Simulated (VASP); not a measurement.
**Al2Pt with r2SCAN: from relaxation to properties**

Aim: relax Al2Pt, then compute properties on the relaxed cell. The steps: full relaxation (r2SCAN), single point with fields (r2SCAN), band structure (r2SCAN), total and projected DOS (r2SCAN), vibrations at Γ (r2SCAN) and field gradients at the nuclei (r2SCAN). The start is a cell from a database of measured crystal structures.

Main program and level: VASP 6.6.1; r2SCAN; plane waves and PAW (Al, Pt).

Report form: the programs' logs are mostly left out.

The database entry behind the starting cell differs from later determinations by our own check (0.1 to 0.3 % short, probably kX units), so it need not match the best structure at ambient conditions.

## Step 1: Set-up

Before any relaxation, the start is as follows. Symmetry: Fm-3m, No. 225, cubic system. Conventional cell: a = 5.910 Å, b = 5.910 Å, c = 5.910 Å, α = 90.00°, β = 90.00°, γ = 90.00°. Nearest to Al lie 4 Pt at 2.56 Å. Pt has 8 Al at 2.56 Å nearest. Farther neighbours are not listed.

Structure file:

```xyz
3
Lattice="0.0000 2.9550 2.9550 2.9550 0.0000 2.9550 2.9550 2.9550 0.0000" Properties=species:S:1:pos:R:3 pbc="T T T"
Al    1.4775    1.4775    1.4775
Al    4.4325    4.4325    4.4325
Pt    0.0000    0.0000    0.0000
```

## Step 2: Full relaxation (r2SCAN)

Properties are meant for the cell that this level of theory prefers, so cell and atoms are relaxed first (ISIF = 3) until forces and stress are small; EDIFFG sets the threshold. r2SCAN adds the kinetic-energy density, costs more than a GGA and is run with LASPH.

File INCAR:

```
SYSTEM = Al2Pt
PREC = Accurate
ENCUT = 400
EDIFF = 1E-06
NELM = 100
ISMEAR = 1
SIGMA = 0.2
LREAL = .FALSE.
ALGO = Normal
METAGGA = R2SCAN
LASPH = .TRUE.
NBANDS = 14
LORBIT = 11
LWAVE = .FALSE.
LCHARG = .FALSE.
KPAR = 2
IBRION = 2
NSW = 60
ISIF = 3
EDIFFG = -0.01
```

File POSCAR:

```
Al2Pt
1.0
    0.0000000000      2.9550000000      2.9550000000
    2.9550000000      0.0000000000      2.9550000000
    2.9550000000      2.9550000000      0.0000000000
Al Pt
2 1
Direct
    0.2500000000      0.2500000000      0.2500000000
    0.7500000000      0.7500000000      0.7500000000
    0.0000000000      0.0000000000      0.0000000000
```

File KPOINTS:

```
Automatic mesh
0
Gamma
8 8 8
0 0 0
```

Potentials, in the order of the species: Al and Pt (PBE family, release 64).

The run is started by

```console
$ mpirun -np 2 vasp_std
```

Elapsed: 36 s, on 2 MPI ranks of Intel Xeon 6975P-C (Granite Rapids), shared host; peak memory 0.3 GiB; 71 s of CPU time.

The PAW data sets were made with PBE, which is usual practice but a small mismatch for other functionals. The run keeps the 48 symmetry operations of its start, so it cannot find a distortion of lower symmetry.

Step by step:

```
step  energy less that of the first step (eV)  largest force (eV/Å)  pressure (GPa)  volume (Å³)
   1                                   0.0000                0.0000           -0.70        51.61
   2                                   0.0002                0.0000            0.88        51.05
   3                                  -0.0006                0.0000            0.04        51.33
```

```
conventional cell, symmetrised  before  after  change
                         a (Å)   5.910  5.900  -0.2 %
                         b (Å)   5.910  5.900  -0.2 %
                         c (Å)   5.910  5.900  -0.2 %
              volume (Å³/atom)   17.20  17.11  -0.5 %
```

The relaxed structure:

```xyz
3
Lattice="0.0000 2.9498 2.9498 2.9498 0.0000 2.9498 2.9498 2.9498 0.0000" Properties=species:S:1:pos:R:3 pbc="T T T"
Al    1.4749    1.4749    1.4749
Al    4.4247    4.4247    4.4247
Pt    0.0000    0.0000    0.0000
```

This step gave:

```
electrons                       : 16
bands                           : 14
irreducible k-points            : 29
symmetry operations             : 48
free energy (TOTEN)             : -67.8913 eV
energy at zero smearing         : -67.8904 eV
Fermi energy                    : 7.832 eV
pressure                        : 0.04307 GPa
metallic                        : yes
SCF cycles over all ionic steps : 27
```

It ends with forces that vanish by symmetry and a pressure of 0.04 GPa. The volume lies -0.5 % from that of the database's start, which holds the thermal and zero-point expansion of its experiment.

## Step 3: Single point with fields (r2SCAN)

A single point on the relaxed cell gives a clean self-consistent state, with density, ELF and potential written out.

Edit INCAR of step 2 so:

```diff
@@ -14,7 +14,5 @@
 LWAVE = .FALSE.
-LCHARG = .FALSE.
-KPAR = 2
-IBRION = 2
-NSW = 60
-ISIF = 3
-EDIFFG = -0.01
+LCHARG = .TRUE.
+ISIF = 2
+LELF = .TRUE.
+LVHAR = .TRUE.
```

File POSCAR:

```
Al2Pt
1.0
    0.0000000000      2.9498024828      2.9498024828
    2.9498024828      0.0000000000      2.9498024828
    2.9498024828      2.9498024828      0.0000000000
Al Pt
2 1
Direct
    0.2500000000      0.2500000000      0.2500000000
    0.7500000000      0.7500000000      0.7500000000
    0.0000000000      0.0000000000      0.0000000000
```

KPOINTS is that of step 2.

The run is started by

```console
$ mpirun -np 2 vasp_std
```

Run time: 17 s. Hardware: 2 MPI ranks; peak memory 0.26 GiB; 34 s of CPU time.

Numbers from this step:

```
SCF cycles              : 14
free energy (TOTEN)     : -67.8912 eV
energy at zero smearing : -67.8902 eV
pressure                : 0.04517 GPa
```

Valence electrons inside each PAW sphere by angular momentum. Sphere charges, by row:

```
atom  s (e)  p (e)  d (e)  tot (e)
 Al1  0.398  0.378      0    0.776
 Al2  0.398  0.378      0    0.776
 Pt3  0.837  0.743  8.161    9.742
```

ELF in the ac plane of a cell with a along [110], b along [-110] and c along [001] of the cube at fractional y = 0.000, with atoms of Al and Pt within 0.2 Å of it. It is the smooth field of the valence electrons, not physical close to the nuclei.

Ten even steps from '_' (0.01) to '@' (0.64), each cell a mean:
```
__..++**%%%%%%%%**==..____--**##%%%%%%##**--__
::==**%%@@####@@%%**==::--++##@@%%**%%@@##++--
++**##@@%%::--%%@@##**++++**@@@@++::++@@%%**++
++**%%%%--____==%%%%**++++##%%**..__..**%%##++
==++**++..____::++++======++++--______--**++==
..::------------==--::..::::----------==--::::
____..--**####**--..______..::++**##**++::..__
____..--**%%%%**--..________::++##%%##++::____
____..--**%%%%**--..________::++##%%##++::____
__..::==++****++--::..__....--==++**++==--....
----====::....::====--------==--......--==----
++++##**::____::**##++++++**##==______==##**++
++**%%@@++....**@@%%**++++##@@%%--__--%%@@##++
==++##@@%%==++@@@@##++==++**%%@@**==##@@%%**++
..::++##@@%%%%@@##++::....==**%%%%##@@%%**==..
____==**%%%%%%%%**==______::++##%%%%%%##++::__
```
Columns run along a (8.3 Å), rows up along c (5.9 Å), edges of the conventional cell, whose origin can differ from the input's. Atoms in or near the plane, at fractional coordinates: Al at (0.25, 0.25), Al at (0.75, 0.25), Al at (0.25, 0.75), Al at (0.75, 0.75), Pt at (0.00, 0.00), Pt at (0.50, 0.00).

Electrostatic potential energy in the ac plane of a cell with a along [110], b along [-110] and c along [001] of the cube at fractional y = 0.000, with atoms of Al and Pt within 0.2 Å of it. With pseudopotentials it is smooth inside the atoms' cores, unlike the true potential.

Ten even steps from '0' (-84 eV) to '9' (4 eV), each cell a mean:
```
13699999963124899999842
45898778985446898789864
88986336898889974248998
99983004899999961016999
99984004899999972027999
99997557999999986568999
99999889999999998889999
99999999999999999999999
99999999999999999999999
99998778999999998789999
99986336899999974248999
99983004899999961016999
99984005899999972027999
67887557887668986568986
24799889974235898889853
12699999962114799999741
```
Columns run along a (8.3 Å; values clipped at the 3rd and 97th percentile), rows up along c (5.9 Å), edges of the conventional cell, whose origin can differ from the input's. Atoms in or near the plane, at fractional coordinates: Al at (0.25, 0.25), Al at (0.75, 0.25), Al at (0.25, 0.75), Al at (0.75, 0.75), Pt at (0.00, 0.00), Pt at (0.50, 0.00).

Valence density in the ac plane of a cell with a along [110], b along [-110] and c along [001] of the cube at fractional y = 0.000, with atoms of Al and Pt within 0.2 Å of it. It is the smooth field of the valence electrons, not physical close to the nuclei.

Ten even steps from '0' (0.0 e/Å³) to '9' (3.4 e/Å³), each cell a mean:
```
86310000136874200000247
53210000123542100000134
21100000011211100000111
00000000000000000000000
00000000000000000000000
00000000000000000000000
00000000000000000000000
00000000000000000000000
00000000000000000000000
00000000000000000000000
00000000000000000000000
00000000000000000000000
11000000001110000000001
32110000112331100000123
65210000125763100000136
96310000137985200000258
```
Columns run along a (8.3 Å), rows up along c (5.9 Å), edges of the conventional cell, whose origin can differ from the input's. Atoms in or near the plane, at fractional coordinates: Al at (0.25, 0.25), Al at (0.75, 0.25), Al at (0.25, 0.75), Al at (0.75, 0.75), Pt at (0.00, 0.00), Pt at (0.50, 0.00).

In this run the pressure is 0.05 GPa, small enough to go on.

## Step 4: Band structure (r2SCAN)

Levels along the symmetry lines show where the bands peak and cross; KPOINTS_OPT computes them in the converged potential.

File INCAR:

```
SYSTEM = Al2Pt
PREC = Accurate
ENCUT = 400
EDIFF = 1E-06
NELM = 100
ISMEAR = 1
SIGMA = 0.2
LREAL = .FALSE.
ALGO = Normal
METAGGA = R2SCAN
LASPH = .TRUE.
NBANDS = 21
LORBIT = 11
LWAVE = .FALSE.
LCHARG = .FALSE.
KPAR = 2
```

POSCAR is that of step 3.

KPOINTS is that of step 3.

File KPOINTS_OPT:

```
Line mode
16
Line-mode
Reciprocal
  0.00000000   0.00000000   0.00000000 GAMMA
  0.50000000   0.00000000   0.50000000 X

  0.50000000   0.00000000   0.50000000 X
  0.50000000   0.25000000   0.75000000 W

  0.50000000   0.25000000   0.75000000 W
  0.37500000   0.37500000   0.75000000 K

  0.37500000   0.37500000   0.75000000 K
  0.00000000   0.00000000   0.00000000 GAMMA

  0.00000000   0.00000000   0.00000000 GAMMA
  0.50000000   0.50000000   0.50000000 L

  0.50000000   0.50000000   0.50000000 L
  0.62500000   0.25000000   0.62500000 U

  0.62500000   0.25000000   0.62500000 U
  0.50000000   0.25000000   0.75000000 W

  0.50000000   0.25000000   0.75000000 W
  0.50000000   0.50000000   0.50000000 L

  0.50000000   0.50000000   0.50000000 L
  0.37500000   0.37500000   0.75000000 K

  0.62500000   0.25000000   0.62500000 U
  0.50000000   0.00000000   0.50000000 X
```

The run is started by

```console
$ mpirun -np 2 vasp_std
```

Run time: 72 s. Hardware: 2 MPI ranks; peak memory 0.33 GiB.

Spin-orbit coupling is off here; with elements this heavy it splits and shifts levels by tenths of an eV or more.

This step gave:

* bands: 21
* pressure: 0.04644 GPa

Electronic bands along the path, in eV, zero at the Fermi level; # counts the bands kept:

```
          point     #6     #7     #8     #9   #10   #11   #12    #13
              Γ  -3.90   3.74   4.00   4.00  4.00  5.84  5.84   5.84
0.53 of the way  -3.61  -0.33   0.32   0.32  3.61  4.19  8.48   8.48
              X  -3.61  -3.36  -1.70  -1.70  3.61  3.76  8.49  11.74
0.53 of the way  -3.61  -3.43  -2.13  -1.16  4.29  4.66  7.36   9.51
              W  -3.43  -2.90  -2.90  -0.90  5.68  5.68  6.67   6.80
0.53 of the way  -3.64  -3.15  -2.33  -0.78  4.36  6.00  6.66   8.42
              K  -3.83  -3.17  -2.08  -0.64  3.74  5.88  7.21   9.46
0.53 of the way  -3.73  -0.93   0.21   2.76  4.90  5.46  5.93   6.80
              Γ  -3.90   3.74   4.00   4.00  4.00  5.84  5.84   5.84
0.47 of the way  -3.92  -0.55   2.54   2.54  4.38  6.00  6.00   6.11
              L  -3.65  -3.65   1.06   1.06  4.36  5.58  5.58   6.03
0.47 of the way  -3.73  -3.45  -0.49   0.50  3.94  6.17  6.81   7.43
              U  -3.83  -3.17  -2.08  -0.64  3.74  5.88  7.21   9.46
0.47 of the way  -3.64  -3.15  -2.33  -0.78  4.36  6.00  6.66   8.42
              W  -3.43  -2.90  -2.90  -0.90  5.68  5.68  6.67   6.80
0.53 of the way  -3.67  -3.42  -0.81   0.25  4.27  5.68  7.38   7.69
              L  -3.65  -3.65   1.06   1.06  4.36  5.58  5.58   6.03
0.47 of the way  -3.73  -3.45  -0.49   0.50  3.94  6.17  6.81   7.43
              K  -3.83  -3.17  -2.08  -0.64  3.74  5.88  7.21   9.46
      jump to U  -3.83  -3.17  -2.08  -0.64  3.74  5.88  7.21   9.46
0.47 of the way  -3.72  -3.55  -1.83  -1.34  3.69  4.44  7.95  10.74
              X  -3.61  -3.36  -1.70  -1.70  3.61  3.76  8.49  11.74
```

Of the projections kept (Al, Pt), the largest for each band there; the rest of the weight can lie on other orbitals:

```
point       #6       #7       #8       #9      #10      #11      #12      #13
    Γ  Pt 1.00  Al 1.00  Pt 0.96  Pt 0.96  Pt 0.96  Pt 0.59  Pt 0.59  Pt 0.59
    X  Pt 0.98  Pt 1.00  Al 0.50  Al 0.50  Pt 0.63  Pt 0.94        -  Al 0.86
    W  Pt 1.00  Pt 0.81  Pt 0.81  Pt 0.84  Al 0.56  Al 0.56  Pt 0.92  Pt 0.72
    K  Pt 0.97  Pt 0.91  Pt 0.87  Pt 0.66  Pt 0.68  Pt 0.65  Al 0.63  Al 0.88
    Γ  Pt 1.00  Al 1.00  Pt 0.96  Pt 0.96  Pt 0.96  Pt 0.59  Pt 0.59  Pt 0.59
    L  Pt 1.00  Pt 1.00  Pt 0.58  Pt 0.58  Al 0.99  Pt 0.65  Pt 0.65  Pt 0.61
```

There is no gap at this level.

## Step 5: Total and projected DOS (r2SCAN)

Here the states are counted by energy and projected on the atoms. The mesh is finer than in the run before.

Edit INCAR of step 4 so:

```diff
@@ -5,3 +5,3 @@
 NELM = 100
-ISMEAR = 1
+ISMEAR = -5
 SIGMA = 0.2
@@ -16 +16,2 @@
 KPAR = 2
+NEDOS = 2001
```

POSCAR is that of step 4.

File KPOINTS:

```
Automatic mesh
0
Gamma
12 12 12
0 0 0
```

The run is started by

```console
$ mpirun -np 2 vasp_std
```

Elapsed: 48 s, on 2 MPI ranks; peak memory 0.36 GiB.

With tetrahedra the forces and stress of a metal are not exact derivatives of the energy.

Numbers from this step:

- irreducible k-points: 72
- free energy (TOTEN): -67.9065 eV
- Fermi energy: 7.868 eV
- pressure: 0.03670 GPa
- DOS at the Fermi level: 1.174 states/eV/cell

The density of states has structure finer than the step of the table below, so its rows give means over 1 eV, whole bins alone (the curve runs from -12.0 to 6.63 eV). Peaks (eV: height): total -6.3: 9.26, -5.1: 8.65, -4.1: 5.60, -3.8: 10.1; Pt d -6.3: 3.37, -5.1: 5.98, -4.1: 4.34, -3.8: 7.96; Pt p -6.3: 0.571, -3.8: 0.109, 0.7: 0.235; Al p -5.1: 0.523, 4.2: 0.187, 5.7: 0.427, 6.6: 0.407; Pt s -8.3: 0.198, -4.7: 0.153, -4.4: 0.260, -3.8: 0.322.

States under -12.0 eV and over 6.6 eV are left out. Table of density of states by energy, zero at the Fermi level; means over each step; values in states/eV/cell:

```
energy (eV)   total     Pt d     Pt p     Al p     Pt s     Al s
        -11  0.0267        0   1.1e-4   7.7e-5  0.00714  0.00533
        -10   0.267  0.00134  0.00394  0.00325   0.0682   0.0511
         -9   0.484   0.0146   0.0122   0.0121    0.115   0.0854
         -8   0.726   0.0645   0.0198   0.0258    0.159    0.115
         -7   0.485   0.0838   0.0158   0.0214   0.0864   0.0654
         -6    2.25    0.970    0.104   0.0632   0.0204    0.306
         -5    3.45     2.30   0.0388    0.199   0.0655   0.0227
         -4    4.45     3.41   0.0419   0.0971    0.147   0.0214
         -3    1.27    0.698   0.0844   0.0536   0.0761   0.0394
         -2   0.856    0.245    0.118   0.0756   0.0502   0.0350
         -1    1.11    0.251    0.191    0.128   0.0317   0.0318
          0    1.16    0.199    0.231    0.152   0.0200   0.0248
          1   0.855    0.100    0.197    0.119   0.0116   0.0153
          2   0.382   0.0400   0.0993   0.0470  0.00636  0.00816
          3   0.179   0.0128   0.0548   0.0170  0.00314  0.00501
          4    1.87    0.391   0.0358   0.0974   0.0264    0.320
          5   0.891    0.146   0.0283   0.0742   0.0227   0.0797
          6    1.92    0.350   0.0320    0.277   0.0466    0.111
```

The finer mesh and the other smearing move the Fermi level by +0.04 eV from the 8×8×8 run, a small shift, which tests the Fermi level alone. Of the states within 0.3 eV of the Fermi level, the largest shares in the PAW spheres are Pt p 20 %, Pt d 17 % and Al p 13 %. The rest lies in smaller channels or between the spheres.

## Step 6: Vibrations at Γ (r2SCAN)

Zone-centre modes test whether the atoms sit at a minimum within this cell. IBRION = 6 takes the force constants from differences of forces between displaced cells, so the forces must be tight.

File INCAR:

```
SYSTEM = Al2Pt
PREC = Accurate
ENCUT = 400
EDIFF = 1E-08
NELM = 100
ISMEAR = 1
SIGMA = 0.2
LREAL = .FALSE.
ALGO = Normal
METAGGA = R2SCAN
LASPH = .TRUE.
NBANDS = 14
LORBIT = 11
LWAVE = .FALSE.
LCHARG = .FALSE.
KPAR = 2
IBRION = 6
NFREE = 2
POTIM = 0.015
ISIF = 2
NSW = 1
```

POSCAR is that of step 5.

File KPOINTS:

```
Automatic mesh
0
Gamma
11 11 11
0 0 0
```

The run is started by

```console
$ mpirun -np 2 vasp_std
```

The job ended after 4.2 min (2 MPI ranks; peak memory 0.57 GiB).

The last energy, forces, stress and levels in OUTCAR belong to the last displaced cell, not to the cell of POSCAR.

This step gave:

- bands: 14
- irreducible k-points: 56
- pressure of the cell: 0.06843 GPa
- largest force of the cell: 0 eV/Å

Modes at Γ, with each element's share of the kinetic energy:

```
mode  frequency (cm⁻¹)  symmetry  Al %  Pt %
   1              -0.3  acoustic    22    78
   2              -0.3  acoustic    22    78
   3              -0.3  acoustic    22    78
   4             239.7       T1u    78    22
   5             239.7       T1u    78    22
   6             239.7       T1u    78    22
   7             298.8       T2g   100     0
   8             298.8       T2g   100     0
   9             298.8       T2g   100     0
```

Displacements in mode 5 (239.7 cm⁻¹), the largest set to 1:
```
Al1  0.00  0.00  1.00
Al2  0.00  0.00  1.00
Pt3  0.00  0.00 -0.28
```

Displacements in mode 7 (298.8 cm⁻¹), the largest set to 1:
```
Al1  0.00 -1.00 -0.45
Al2  0.00  1.00  0.45
Pt3  0.00  0.00  0.00
```

The three acoustic modes lie within 0.3 cm⁻¹ of zero, and all others are real. By the characters of their eigenvectors the optical modes sort into (cm⁻¹) Raman active: T2g 299; infrared active: T1u 240. With a centre of inversion no mode is active in both.

## Step 7: Field gradients at the nuclei (r2SCAN)

Field gradients probe how far the charge around each nucleus departs from cubic symmetry; LASPH keeps the non-spherical terms inside the spheres.

Edit INCAR of step 6 so:

```diff
@@ -3,3 +3,3 @@
 ENCUT = 400
-EDIFF = 1E-08
+EDIFF = 1E-07
 NELM = 100
@@ -16,6 +16,2 @@
 KPAR = 2
-IBRION = 6
-NFREE = 2
-POTIM = 0.015
-ISIF = 2
-NSW = 1
+LEFG = .TRUE.
```

POSCAR is that of step 6.

File KPOINTS:

```
Automatic mesh
0
Gamma
8 8 8
0 0 0
```

The run is started by

```console
$ mpirun -np 2 vasp_std
```

Wall time 18 s (2 MPI ranks); peak memory 0.31 GiB.

This step gave:

| Item | Value |
| --- | --- |
| irreducible k-points | 29 |
| free energy (TOTEN) | -67.8912 eV |
| Fermi energy | 7.832 eV |
| pressure | 0.04550 GPa |

Electric field gradients, by row:

```
atom  Vxx (V/Å²)  Vyy (V/Å²)  Vzz (V/Å²)  asymmetry
 Al1           0           0           0          -
 Al2           0           0           0          -
 Pt3           0           0           0          -
```

All gradients vanish within the noise.

The run ends at a pressure of 0.05 GPa.

## Step 8: Outcome

```
relaxed volume                            : 17.11 Å³/atom
relaxed conventional cell a, b, c         : 5.900, 5.900, 5.900 Å
space group after relaxing, within 0.02 Å : Fm-3m (No. 225)
band gap                                  : none, a metal
DOS at the Fermi level                    : 1.17 states/eV/cell
highest zone-centre mode                  : 299 cm⁻¹
largest field gradient Vzz                : zero within the noise on all sites
```

**Reading.** With r2SCAN, Al2Pt relaxes to 17.11 Å³/atom in space group Fm-3m (held by the symmetry of the run) and comes out as a metal. Against the listed cell the volume lies -0.5 %. Band structure (r2SCAN): Of the bands kept, 3 cross the Fermi level on this path. Vibrations at Γ (r2SCAN): The highest mode in this list at Γ, 298.8 cm⁻¹, is mostly motion of Al (100 % of the kinetic energy). Spin-orbit coupling is left out, and with elements this heavy it would split and shift bands near the Fermi level. Modes at Γ alone can't show that the crystal is stable at other wave vectors. No search among competing phases was made, and a listed structure need not be the one stable at ambient conditions. All values are for a static lattice at zero temperature.

[Lines on the potential files, build, host, timing and source positions are cut from VASP's logs without a mark.]

[Logs are printed without paths, hosts, clocks, repeated set-up lines and the standing remarks that a program may print on its own settings, such as how far it seeks lower states.]

[Hosts, paths, dates, database ids (printed as entryN), source tags and the programs' standing remarks are cut or masked in the printed files.]

[A measured line is paired with the nearest computed mode of its activity, which favours agreement.]
